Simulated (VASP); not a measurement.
## The Sommerfeld expansion tested on Si2W

How do entropy and free energy of the electrons in Si2W grow with the Fermi-Dirac width, and how far does the Sommerfeld expansion hold?

Calculated with VASP 6.6.1; PBEsol; plane waves and PAW (Si, W_sv), in the first sound run; inputs show where later runs differ.

This is a report of a sequence of runs, with most program output left out.

## (1) Starting point

Symmetry: I4/mmm, No. 139, tetragonal system. Conventional cell: a = 3.212 Å, b = 3.212 Å, c = 7.880 Å, α = 90.00°, β = 90.00°, γ = 90.00°. Si has 5 Si at 2.62 to 2.63 Å and 5 W at 2.62 Å nearest. Nearest to W lie 10 Si at 2.62 Å. Farther neighbours are not listed.

## (2) Relax the crystal, PBEsol

The cell is relaxed and then held.

This step took 2 runs in a row; the last is shown.

Level: PBEsol; plane waves and PAW (Si, W_sv).

The input, INCAR:

```
SYSTEM = Si2W
PREC = Accurate
ENCUT = 450
EDIFF = 1E-07
NELM = 120
ISMEAR = 1
SIGMA = 0.15
LREAL = .FALSE.
ALGO = Normal
GGA = PS
NBANDS = 17
LASPH = .TRUE.
LORBIT = 11
LWAVE = .FALSE.
LCHARG = .FALSE.
KPAR = 8
IBRION = 2
NSW = 40
ISIF = 3
EDIFFG = -0.005
POTIM = 0.4
```

The input, POSCAR:

```
Si2W
1.0
   -1.6021666012      1.6021666012      3.9094549590
    1.6021666012     -1.6021666012      3.9094549590
    1.6021666012      1.6021666012     -3.9094549590
Si W
2 1
Direct
    0.3345496490      0.3345496490      0.0000000000
    0.6654503510      0.6654503510      0.0000000000
    0.0000000000      0.0000000000      0.0000000000
```

The input, KPOINTS:

```
Automatic mesh
0
Gamma
19 19 19
0 0 0
```

PAW data sets: Si and W_sv (PBE family, release 64).

Command:

```sh
$ mpirun -np 8 vasp_std
```

Elapsed: 51 s, on 8 MPI ranks of AMD EPYC 9R45, shared host; peak memory 3.3 GiB.

This run gave:

* energy(sigma→0) of the program: -26.6405 eV
* stress, compression positive: xx, yy, zz 0.00, 0.00, 0.04 GPa
* volume: 40.138 Å³
* ionic steps: 2

## (3) Tetrahedra, PBEsol

Tetrahedra give the density of states at the Fermi level without smearing.

Level: PBEsol; plane waves and PAW (Si, W_sv).

The input, INCAR:

```
SYSTEM = Si2W
PREC = Accurate
ENCUT = 450
EDIFF = 1E-08
NELM = 100
ISMEAR = -5
SIGMA = 0.15
LREAL = .FALSE.
ALGO = Normal
GGA = PS
NBANDS = 35
LASPH = .TRUE.
LORBIT = 11
LWAVE = .FALSE.
LCHARG = .FALSE.
KPAR = 2
ISIF = 2
NEDOS = 3001
```

The input, POSCAR:

```
Si2W
1.0
   -1.6022543510      1.6022543510      3.9086979291
    1.6022543510     -1.6022543510      3.9086979291
    1.6022543510      1.6022543510     -3.9086979291
Si W
2 1
Direct
    0.3345409924      0.3345409924      0.0000000000
    0.6654590076      0.6654590076      0.0000000000
    0.0000000000      0.0000000000      0.0000000000
```

The input, KPOINTS:

```
Automatic mesh
0
Gamma
26 26 26
0 0 0
```

Command:

```sh
$ mpirun -np 2 vasp_std
```

It took 11 min on 2 MPI ranks; peak memory 2.4 GiB; 22 min of CPU time.

This run gave:

* energy(sigma→0) of the program: -26.6403 eV

The run ends at a pressure of 0.02 GPa, with forces up to 8.6e-4 eV/Å.

## (4) Electron temperature, PBEsol

One member in full: SIGMA = 0.3 eV.

Level: PBEsol; plane waves and PAW (Si, W_sv).

INCAR, as its differences from that of step 3:

```diff
@@ -5,4 +5,4 @@
 NELM = 100
-ISMEAR = -5
-SIGMA = 0.15
+ISMEAR = -1
+SIGMA = 0.3
 LREAL = .FALSE.
@@ -17,2 +17 @@
 ISIF = 2
-NEDOS = 3001
```

POSCAR is that of step 3.

KPOINTS is that of step 3.

Command:

```sh
$ mpirun -np 2 vasp_std
```

The job ended after 11 min (2 MPI ranks; peak memory 2.2 GiB).

This run gave:

| Quantity | Value |
| --- | --- |
| energy(sigma→0) of the program | -26.6221 eV |
| stress, compression positive | xx, yy, zz 0.26, 0.26, 1.78 GPa |

The run ends at a pressure of 0.77 GPa, with forces up to 0.079 eV/Å.

## (5) The whole series

The other members went through these steps as far as the tables show, on the same mesh; 7 runs are not shown. The session took 3.2 core hours (wall time by ranks) on a shared machine.

| width kT (eV) | temperature (K) | free energy less that of the narrowest width (meV/atom) | TS (meV/atom) | pressure (GPa) | shift of the Fermi level (eV) |
| --- | --- | --- | --- | --- | --- |
| 0.025 | 290 | 0.000 | 0.150 | 0.018 | 0.000 |
| 0.050 | 580 | -0.229 | 0.629 | 0.022 | -0.009 |
| 0.075 | 870 | -0.653 | 1.640 | 0.035 | -0.011 |
| 0.100 | 1160 | -1.347 | 3.411 | 0.063 | -0.009 |
| 0.150 | 1741 | -3.796 | 9.756 | 0.163 | -0.003 |
| 0.200 | 2321 | ? | ? | 0.316 | 0.003 |
| 0.300 | 3481 | -22.343 | 56.988 | 0.767 | 0.007 |

## (6) The Sommerfeld expansion

At low temperature TS = (π²/3) g (kT)², so TS, twice the difference of energy(sigma→0) and the free energy, over (π²/3)(kT)² is an effective density of states: 0.073, 0.076, 0.089, 0.104, 0.132, 0.192 states/eV/atom in the rows shown.

Fitting a parabola to the 6 known rows (σ: width in eV) gives g = − 0.1422 σ² + 0.5006 σ + 0.05573 in states/eV/atom; the residuals are 0.0035 states/eV/atom r.m.s.

At σ = 0.2 this predicts 0.150 states/eV/atom.

## (7) Prediction against calculation

The calculation gives 0.155 states/eV/atom, so the prediction is 0.005 states/eV/atom too low, within twice the residual of the fit.

The parabola in σ is an empirical guide, not the expansion itself. Tetrahedra give g = 0.074 states/eV/atom at the Fermi level, the limit that the series should reach at zero width.

## (8) Results

* density of states at the Fermi level, tetrahedra: 0.07 states/eV/atom
* Sommerfeld coefficient from it: 0.17 mJ per mole of atoms and K²
* pressure at the widest setting: 0.77 GPa
* error of the predicted g: -0.005 states/eV/atom

In words: Against the tetrahedron value, the effective density of states stands at -1 % at 0.025 eV, +3 % at 0.05 eV, +40 % at 0.1 eV, +160 % at 0.3 eV. At the widest setting the states within reach are denser than those at the Fermi level. The narrowest row breaks the trend of the next ones, as mesh noise would; no test of the mesh was run. Spin-orbit coupling is left out. The bare coefficient lacks the electron-phonon enhancement of measured heat capacities.

[Lines on the potential files, build, host, timing and source positions are cut from VASP's logs without a mark.]

[Logs are printed without paths, hosts, clocks, repeated set-up lines and the standing remarks that a program may print on its own settings, such as how far it seeks lower states.]

[Hosts, paths, dates, database ids (printed as entryN), source tags and the programs' standing remarks are cut or masked in the printed files.]
